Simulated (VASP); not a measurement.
Calculation: PBEsol GGA, VASP's PBE PAW potentials (set 64) (plane waves; VASP).

Input for VASP

### KPOINTS
```
Automatic mesh
0
Gamma
6 6 6
0 0 0
```

**POSCAR**
```
SrTiO3
1
    3.8616184086     0.0000000000     0.0000000000
    0.0000000000     3.8616184086     0.0000000000
    0.0000000000     0.0000000000     3.8616184086
Sr Ti O
1 1 3
Direct
  0.0000000000   0.0000000000   0.0000000000
  0.5000000000   0.5000000000   0.5000000000
  0.5000000000   0.0000000000   0.5000000000
  0.0000000000   0.5000000000   0.5000000000
  0.5000000000   0.5000000000   0.0000000000
```

INCAR:
```
SYSTEM=SrTiO3
PREC=Accurate; ENCUT=620; LREAL=.FALSE.
LASPH=.TRUE.
EDIFF=1E-6; NELM=100; ALGO=Normal
LMAXMIX=4
ISMEAR=0; SIGMA=0.05
GGA=PS
IBRION=2; NSW=40; ISIF=3
EDIFFG=-0.02; PSTRESS=50
LWAVE=.FALSE.; LCHARG=.FALSE.
```

POTCAR, in this order: Sr_sv Ti_sv O (PBE.64 set). Program: vasp_std.

The resulting files:

**OSZICAR**
```
       N       E                     dE             d eps       ncg     rms          rms(c)
DAV:   1     0.498016011527E+03    0.49802E+03   -0.24400E+04   960   0.212E+03
DAV:   2     0.566052545061E+01   -0.49236E+03   -0.48561E+03  1104   0.545E+02
DAV:   3    -0.489525814216E+02   -0.54613E+02   -0.54554E+02  1384   0.167E+02
DAV:   4    -0.514159849653E+02   -0.24634E+01   -0.24621E+01  1384   0.322E+01
DAV:   5    -0.514923082599E+02   -0.76323E-01   -0.76320E-01  1352   0.463E+00    0.290E+01
DAV:   6    -0.420289071554E+02    0.94634E+01   -0.59970E+01  1416   0.752E+01    0.177E+01
DAV:   7    -0.420552022679E+02   -0.26295E-01   -0.74556E+00  1144   0.215E+01    0.115E+01
DAV:   8    -0.421123394525E+02   -0.57137E-01   -0.19617E+00  1256   0.156E+01    0.355E+00
DAV:   9    -0.419994812890E+02    0.11286E+00   -0.52224E-01  1208   0.781E+00    0.902E-01
DAV:  10    -0.420038394631E+02   -0.43582E-02   -0.13096E-01  1304   0.267E+00    0.716E-01
DAV:  11    -0.419973182295E+02    0.65212E-02   -0.59420E-02  1384   0.186E+00    0.185E-01
DAV:  12    -0.419970467356E+02    0.27149E-03   -0.29989E-03  1304   0.656E-01    0.519E-02
DAV:  13    -0.419970807979E+02   -0.34062E-04   -0.14840E-04  1416   0.101E-01    0.300E-02
DAV:  14    -0.419970790315E+02    0.17665E-05   -0.43340E-05  1328   0.475E-02    0.819E-03
DAV:  15    -0.419970782797E+02    0.75174E-06   -0.91658E-06  1240   0.308E-02
   1 F= -.40199998E+02 E0= -.40199998E+02  d E =-.402000E+02
```

**OUTCAR**
```
------------------------ aborting loop because EDIFF is reached ----------------------------------------
  FORCE on cell =-STRESS in cart. coord.  units (eV):
  Direction    XX          YY          ZZ          XY          YZ          ZX
  --------------------------------------------------------------------------------------
  Total        1.7825451      1.7825451      1.7825451      0.0000000      0.0000000      0.0000000
  in kB       49.5955863     49.5955863     49.5955863      0.0000000      0.0000000      0.0000000
  external PRESSURE =      -0.4044137 kB  Pullay stress =      50.0000000 kB
  volume of cell :       57.58
      direct lattice vectors                 reciprocal lattice vectors
     3.861618409  0.000000000  0.000000000     0.258958782  0.000000000  0.000000000
     0.000000000  3.861618409  0.000000000     0.000000000  0.258958782  0.000000000
     0.000000000  0.000000000  3.861618409     0.000000000  0.000000000  0.258958782
 POSITION                                       TOTAL-FORCE (eV/Angst)
 -----------------------------------------------------------------------------------
      0.00000      0.00000      0.00000         0.000000      0.000000      0.000000
      1.93081      1.93081      1.93081         0.000000      0.000000      0.000000
      1.93081      0.00000      1.93081         0.000000      0.000000      0.000000
      0.00000      1.93081      1.93081         0.000000      0.000000      0.000000
      1.93081      1.93081      0.00000         0.000000      0.000000      0.000000
 -----------------------------------------------------------------------------------
    total drift:                                0.000000     -0.000000     -0.000000
  FREE ENERGIE OF THE ION-ELECTRON SYSTEM (eV)
  ---------------------------------------------------
  free  energy   TOTEN  =       -41.9970782797 eV

  energy  without entropy=      -41.9970782797  energy(sigma->0) =      -41.99707828
  enthalpy is  TOTEN    =       -40.1999979510 eV   P V=        1.7970803287

 reached required accuracy - stopping structural energy minimisation
```
(Selected blocks of OUTCAR.)

The compound is SrTiO3 in the cubic perovskite structure, the ideal cubic form; the compound distorts at low or room temperature. It was relaxed first under an external pressure of 5 GPa.
